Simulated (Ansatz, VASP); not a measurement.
## WC (Qusongite) in two plane-wave programs

Aim: how closely do two programs agree when they are given the same cell, functional and k mesh? The cell is taken from a series of runs on this material, whose earlier steps may have relaxed, scaled, displaced or heated it; both programs get it as it stands.

Program: Ansatz 0.2.0. Level of theory: plane waves, with VASP 6.6.1 beside it; zone-centre phonons at PBEsol. Results are calculated unless marked as measured.

### Step 1. The starting structure

Symmetry: P-6m2, No. 187, hexagonal system. Conventional cell: a = 2.883 Å, b = 2.883 Å, c = 2.913 Å, α = 90.00°, β = 90.00°, γ = 120.00°. C has 6 W at 2.21 Å nearest. Nearest to W lie 6 C at 2.21 Å. Farther neighbours are not listed.

Coordinates:

```cif
data_structure
_symmetry_space_group_name_H-M 'P-6m2'
_symmetry_Int_Tables_number 187
_cell_length_a 2.8833
_cell_length_b 2.8833
_cell_length_c 2.9129
_cell_angle_alpha 90.000
_cell_angle_beta 90.000
_cell_angle_gamma 120.000
_cell_volume 20.97
loop_
_atom_site_label
_atom_site_type_symbol
_atom_site_symmetry_multiplicity
_atom_site_Wyckoff_symbol
_atom_site_fract_x
_atom_site_fract_y
_atom_site_fract_z
_atom_site_occupancy
C1 C 1 f 0.66667 0.33333 0.50000 1
W1 W 1 a 0.00000 0.00000 0.00000 1
```

### Step 2. VASP: zone-centre phonons, PBEsol

Second derivatives magnify differences that forces hide, and they need a tight electronic threshold.

Lines of VASP's logs that name or quote its potential files are left out, and so is its time.

The input, INCAR:

```
SYSTEM = WC
PREC = Accurate
ENCUT = 600
EDIFF = 1E-08
NELM = 120
ISMEAR = 1
SIGMA = 0.2
LREAL = .FALSE.
ALGO = Normal
GGA = PS
NBANDS = 11
LASPH = .TRUE.
LORBIT = 11
LWAVE = .FALSE.
LCHARG = .FALSE.
ISIF = 2
IBRION = 8
GGA_COMPAT = .FALSE.
KPAR = 2
```

The input, POSCAR:

```
WC
1.0
    2.8832698145      0.0000000000      0.0000000000
   -1.4416349072      2.4969849053      0.0000000000
    0.0000000000      0.0000000000      2.9129394378
C W
1 1
Direct
    0.6666666677      0.3333333323      0.5000000000
    0.0000000010      0.9999999990      0.0000000000
```

The input, KPOINTS:

```
Automatic mesh
0
Gamma
18 18 16
0 0 0
```

The projector-augmented-wave data sets are C and W (PBE family, release 64).

On the command line:

```bash
$ mpirun -np 2 vasp_std
```

Numbers of over 12 decimals in the logs are rounded to 6 here.

Log:

```text
[banner, memory and clock lines left out]
running    2 mpi-ranks, on    1 nodes
 distrk:  each k-point on    1 cores,    2 groups
 distr:  one band on    1 cores,    1 groups

 POSCAR found type information on POSCAR C W
 POSCAR found :  2 types and       2 ions
|                                                                             |
|               ----> ADVICE to this user running VASP <----                  |
|                                                                             |
|     You enforced a specific xc type in the INCAR file but a different       |
|     [... a line on the potential file left out ...]
|     I HOPE YOU KNOW WHAT YOU ARE DOING!                                     |
|                                                                             |

 LDA part: xc-table for (Slater+PW92), standard interpolation
 POSCAR, INCAR and KPOINTS ok, starting setup
 FFT: planning ... GRIDC
 FFT: planning ... GRID_SOFT
 FFT: planning ... GRID
 WAVECAR not read
 entering main loop
       N       E                     dE             d eps       ncg     rms          rms(c)
DAV:   1     0.270958166752E+02    0.27096E+02   -0.54241E+03  7326   0.924E+02
DAV:   2    -0.246735389877E+02   -0.51769E+02   -0.49199E+02  8421   0.212E+02
DAV:   3    -0.268679103399E+02   -0.21944E+01   -0.21669E+01  9184   0.364E+01
DAV:   4    -0.268842801374E+02   -0.16370E-01   -0.16360E-01  8080   0.356E+00
DAV:   5    -0.268843497197E+02   -0.69582E-04   -0.69581E-04  9006   0.234E-01    0.335E+01
DAV:   6    -0.240764374517E+02    0.28079E+01   -0.13409E+01  8741   0.219E+01    0.110E+01
DAV:   7    -0.239816348137E+02    0.94803E-01   -0.70812E-01  7551   0.644E+00    0.828E+00
DAV:   8    -0.239367668913E+02    0.44868E-01   -0.11943E-01  8054   0.263E+00    0.194E+00
DAV:   9    -0.239322320384E+02    0.45349E-02   -0.11157E-02  7995   0.693E-01    0.149E-01
DAV:  10    -0.239321154589E+02    0.11658E-03   -0.69343E-04  8456   0.230E-01    0.132E-01
DAV:  11    -0.239321072856E+02    0.81733E-05   -0.67131E-05  8827   0.555E-02    0.119E-02
DAV:  12    -0.239321047830E+02    0.25026E-05   -0.55701E-06  8309   0.151E-02    0.100E-02
DAV:  13    -0.239321047565E+02    0.26463E-07   -0.61701E-07  9546   0.603E-03    0.697E-04
DAV:  14    -0.239321047499E+02    0.66600E-08   -0.18291E-08  6318   0.111E-03
   1 F= -.23932105E+02 E0= -.23932307E+02  d E =0.605423E-03
 Linear response reoptimize wavefunctions to high precision
DAV:   1    -0.239321047546E+02   -0.47098E-08   -0.25255E-09  7288   0.369E-04
DAV:   2    -0.239321047546E+02   -0.96634E-11   -0.78145E-11  3858   0.866E-05
 Linear response DOF=           4
 Linear response progress:
  Degree of freedom:   1/  4
       N       E                     dE             d eps       ncg     rms          rms(c)
RMM:   1    -0.117105543979E+00   -0.11711E+00    0.33477E-02 75162   0.202E+00
RMM:   2    -0.114352872653E+00    0.27527E-02   -0.21285E-03 50472   0.428E-01    0.194E-01
RMM:   3    -0.114670608907E+00   -0.31774E-03   -0.36651E-04 47971   0.131E-01    0.103E-01
RMM:   4    -0.115390685049E+00   -0.72008E-03   -0.26932E-04 47656   0.107E-01    0.234E-02
RMM:   5    -0.115352189772E+00    0.38495E-04   -0.40067E-06 52632   0.186E-02    0.133E-03
RMM:   6    -0.115363807218E+00   -0.11617E-04   -0.80433E-08 53219   0.215E-03    0.460E-04
RMM:   7    -0.115360782391E+00    0.30248E-05    0.42099E-08 54304   0.381E-04    0.787E-05
RMM:   8    -0.115361123899E+00   -0.34151E-06   -0.11498E-08 52998   0.808E-05    0.272E-05
RMM:   9    -0.115361015043E+00    0.10886E-06   -0.18263E-09 55364   0.220E-05    0.460E-06
RMM:  10    -0.115360988638E+00    0.26405E-07    0.12889E-11 53084   0.556E-06    0.773E-07
RMM:  11    -0.115360987411E+00    0.12270E-08   -0.12283E-09 39290   0.255E-06    0.452E-07
 first order change of Fermi-energy  -0.94113E-08
 force on displaced ion       1 direction 1 : -14.716   0.001   0.000
 Linear response progress:
  Degree of freedom:   2/  4
       N       E                     dE             d eps       ncg     rms          rms(c)
RMM:   1    -0.121093228171E+00   -0.12109E+00    0.69354E-02 26745   0.215E+00
RMM:   2    -0.120511191591E+00    0.58204E-03   -0.23215E-03 17935   0.460E-01    0.188E-01
RMM:   3    -0.120611041319E+00   -0.99850E-04   -0.84784E-04 17026   0.187E-01    0.915E-02
RMM:   4    -0.121457201746E+00   -0.84616E-03   -0.57456E-04 17495   0.140E-01    0.226E-02
RMM:   5    -0.121437401161E+00    0.19801E-04   -0.11229E-05 18405   0.234E-02    0.307E-03
RMM:   6    -0.121474810492E+00   -0.37409E-04   -0.81162E-07 17957   0.610E-03    0.503E-04
RMM:   7    -0.121474902857E+00   -0.92366E-07   -0.57018E-08 19033   0.973E-04    0.249E-04
RMM:   8    -0.121473540143E+00    0.13627E-05   -0.78615E-08 18724   0.143E-04    0.426E-05
RMM:   9    -0.121473400067E+00    0.14008E-06    0.57572E-09 19010   0.490E-05    0.148E-05
RMM:  10    -0.121473324580E+00    0.75487E-07   -0.65713E-09 19315   0.219E-05    0.105E-06
RMM:  11    -0.121473328541E+00   -0.39610E-08   -0.11850E-09 17699   0.476E-06    0.361E-07
 first order change of Fermi-energy   0.42808E-03
 force on displaced ion       1 direction 3 :  -0.000   0.000 -11.863
 Linear response progress:
  Degree of freedom:   3/  4
       N       E                     dE             d eps       ncg     rms          rms(c)
RMM:   1    -0.108791227556E+00   -0.10879E+00   -0.88159E-02 64217   0.191E+00
RMM:   2    -0.105996717348E+00    0.27945E-02   -0.17826E-03 49566   0.343E-01    0.201E-01
RMM:   3    -0.105004875768E+00    0.99184E-03   -0.34077E-04 51656   0.114E-01    0.117E-01
RMM:   4    -0.104528896201E+00    0.47598E-03   -0.55456E-04 51734   0.144E-01    0.187E-02
RMM:   5    -0.104545455264E+00   -0.16559E-04    0.62601E-07 53609   0.166E-02    0.355E-03
RMM:   6    -0.104546570315E+00   -0.11151E-05   -0.68730E-07 53604   0.238E-03    0.132E-03
RMM:   7    -0.104546458498E+00    0.11182E-06   -0.89710E-08 53813   0.978E-04    0.108E-04
RMM:   8    -0.104545647074E+00    0.81142E-06    0.93696E-08 53615   0.197E-04    0.192E-05
RMM:   9    -0.104545633164E+00    0.13910E-07    0.88504E-08 56135   0.446E-05    0.533E-06
RMM:  10    -0.104545644255E+00   -0.11091E-07    0.15007E-08 55877   0.120E-05    0.382E-06
RMM:  11    -0.104545634858E+00    0.93965E-08   -0.28328E-10 50551   0.461E-06    0.592E-07
 first order change of Fermi-energy  -0.58940E-04
 force on displaced ion       2 direction 1 : -14.717   0.002   0.000
 Linear response progress:
  Degree of freedom:   4/  4
       N       E                     dE             d eps       ncg     rms          rms(c)
RMM:   1    -0.115596226455E+00   -0.11560E+00   -0.98200E-02 23757   0.195E+00
RMM:   2    -0.111481936379E+00    0.41143E-02   -0.24359E-03 17442   0.410E-01    0.174E-01
RMM:   3    -0.110899434704E+00    0.58250E-03   -0.21152E-04 18279   0.102E-01    0.963E-02
RMM:   4    -0.110840818516E+00    0.58616E-04   -0.33329E-04 18085   0.122E-01    0.134E-02
RMM:   5    -0.110853745903E+00   -0.12927E-04   -0.42655E-06 19000   0.148E-02    0.476E-03
RMM:   6    -0.110866843107E+00   -0.13097E-04   -0.46909E-08 19048   0.212E-03    0.121E-03
RMM:   7    -0.110868030613E+00   -0.11875E-05   -0.26542E-08 18784   0.692E-04    0.300E-04
RMM:   8    -0.110867832072E+00    0.19854E-06    0.19869E-08 19254   0.196E-04    0.954E-05
RMM:   9    -0.110867300762E+00    0.53131E-06    0.30471E-08 19554   0.637E-05    0.576E-06
RMM:  10    -0.110867280978E+00    0.19784E-07    0.50261E-09 19827   0.117E-05    0.214E-06
RMM:  11    -0.110867275231E+00    0.57468E-08    0.11586E-09 17303   0.459E-06    0.549E-07
 first order change of Fermi-energy  -0.62593E-03
 force on displaced ion       2 direction 3 :   0.000  -0.000 -11.866
 Linear response finished
```

Parts of OUTCAR (step 2):

```text
ion  position               nearest neighbor table
   1  0.667  0.333  0.500-   2 2.21   2 2.21   2 2.21   2 2.21   2 2.21   2 2.21
   2  0.000  1.000  0.000-   1 2.21   1 2.21   1 2.21   1 2.21   1 2.21   1 2.21

  LATTYP: Found a hexagonal cell.
 ALAT       =     2.8832698145
 C/A-ratio  =     1.0102902695

 Subroutine GETGRP returns: Found 12 space group operations
 (whereof 12 operations were pure point group operations)

The static configuration has the point symmetry D_3h.

 Found    333 irreducible k-points:

   k-points           NKPTS =    333   k-points in BZ     NKDIM =    333   number of bands    NBANDS=     11

   dimension x,y,z NGX =    24 NGY =   24 NGZ =   24
   dimension x,y,z NGXF=    48 NGYF=   48 NGZF=   48

   ENCUT  =  600.0 eV  44.10 Ry    6.64 a.u.   5.76  5.76  5.82*2*pi/ulx,y,z

   NELECT =      10.0000    total number of electrons

 k-points in reciprocal lattice and weights: Automatic mesh
   0.00000000  0.00000000  0.00000000       0.000
   0.05555556  0.00000000  0.00000000       0.001
   0.11111111  0.00000000  0.00000000       0.001
   0.16666667 -0.00000000  0.00000000       0.001
   0.22222222  0.00000000  0.00000000       0.001
   0.27777778  0.00000000  0.00000000       0.001
   0.33333333 -0.00000000  0.00000000       0.001
   0.38888889  0.00000000  0.00000000       0.001
   0.44444444  0.00000000  0.00000000       0.001
[...]
0.33333333  0.27777778  0.50000000       0.002
   0.33333333  0.33333333  0.50000000       0.000

 average (electrostatic) potential at core
       1 -46.4596       2 -37.2444

  Total       -0.1494026     -0.1494026     -3.3992551     -0.0000000      0.0000000      0.0000000
  in kB      -11.4139556    -11.4139556   -259.6938636     -0.0000000      0.0000000      0.0000000
  external PRESSURE =     -94.1739250 kB  Pullay stress =       0.0000000 kB

  energy-cutoff  :      600.00
  volume of cell :       20.97
      direct lattice vectors                 reciprocal lattice vectors
     2.883269815  0.000000000  0.000000000     0.346828450  0.200241499  0.000000000
    -1.441634907  2.496984905  0.000000000     0.000000000  0.400482998  0.000000000
     0.000000000  0.000000000  2.912939438     0.000000000  0.000000000  0.343295843

 POSITION                                       TOTAL-FORCE (eV/Angst)
 -----------------------------------------------------------------------------------
      1.44163      0.83233      1.45647         0.000000      0.000000      0.000000
     -1.44163      2.49698      0.00000        -0.000000      0.000000      0.000000
 -----------------------------------------------------------------------------------
    total drift:                               -0.000001      0.000001      0.000000

 Eigenvectors and eigenvalues of the dynamical matrix
 ----------------------------------------------------

   1 f  =   17.860641 THz   112.221716 2PiTHz  595.766851 cm-1    73.865642 meV
             X         Y         Z           dx          dy          dz
      1.441635  0.832328  1.456470     0.810705    0.530498   -0.000000
     -1.441635  2.496985  0.000000    -0.207225   -0.135601    0.000000

   2 f  =   17.860641 THz   112.221716 2PiTHz  595.766851 cm-1    73.865642 meV
             X         Y         Z           dx          dy          dz
      1.441635  0.832328  1.456470    -0.530498    0.810705    0.000000
     -1.441635  2.496985  0.000000     0.135601   -0.207225    0.000000

   3 f  =   16.036137 THz   100.758018 2PiTHz  534.907941 cm-1    66.320102 meV
             X         Y         Z           dx          dy          dz
      1.441635  0.832328  1.456470     0.000000    0.000000    0.968845
     -1.441635  2.496985  0.000000    -0.000000    0.000000   -0.247667

   4 f/i=    0.000216 THz     0.001355 2PiTHz    0.007191 cm-1     0.000892 meV
             X         Y         Z           dx          dy          dz
      1.441635  0.832328  1.456470     0.247624    0.003523    0.000000
     -1.441635  2.496985  0.000000     0.968752    0.013784    0.000000

   5 f/i=    0.000216 THz     0.001355 2PiTHz    0.007191 cm-1     0.000892 meV
             X         Y         Z           dx          dy          dz
      1.441635  0.832328  1.456470     0.003523   -0.247624    0.000000
     -1.441635  2.496985  0.000000     0.013784   -0.968752    0.000000

   6 f/i=    0.000489 THz     0.003075 2PiTHz    0.016325 cm-1     0.002024 meV
             X         Y         Z           dx          dy          dz
      1.441635  0.832328  1.456470    -0.000000    0.000000   -0.247667
     -1.441635  2.496985  0.000000     0.000000    0.000000   -0.968845

 ELASTIC MODULI CONTR FROM IONIC RELAXATION (kBar)
 Direction    XX          YY          ZZ          XY          YZ          ZX
 --------------------------------------------------------------------------------
 XX         -92.0485     92.0485      0.0000     -0.0000      0.0000     -0.0000
 YY          92.0485    -92.0485     -0.0000     -0.0000      0.0000      0.0000
 ZZ           0.0000     -0.0000     -0.0000     -0.0000      0.0000     -0.0000
 XY          -0.0000     -0.0000     -0.0000    -92.0485      0.0000     -0.0000
 YZ           0.0000      0.0000      0.0000      0.0000      0.0000      0.0000
 ZX          -0.0000      0.0000     -0.0000     -0.0000      0.0000     -0.0000
 --------------------------------------------------------------------------------
```

The data set W keeps the semicore shell frozen, which is cheaper and a little less accurate.

(Part 1 of 2 ends here.)

[Lines on the potential files, build, host, timing and source positions are cut from VASP's logs without a mark.]

[Logs are printed without paths, hosts, clocks, repeated set-up lines and the standing remarks that a program may print on its own settings, such as how far it seeks lower states.]

[Hosts, paths, dates, database ids (printed as entryN), source tags and the programs' standing remarks are cut or masked in the printed files.]
